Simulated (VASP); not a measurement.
Take InAs (zinc blende), from the solid elements, with no thermal terms, in VASP with PAW potentials, and its formation energy.

Q: One run gives -0.245 eV/atom. Which level is it?
A) PBEsol
B) PBE
C) LDA

A: B, PBE.  The others give -0.208 (LDA), -0.197 (PBEsol).

Only levels that ran to the end are used. Left out are those held back, those with too coarse a band path, GW runs whose mesh misses a band edge, hybrids' fits of cells that aren't cubic and levels without matching references; a question may draw on a part of the rest.
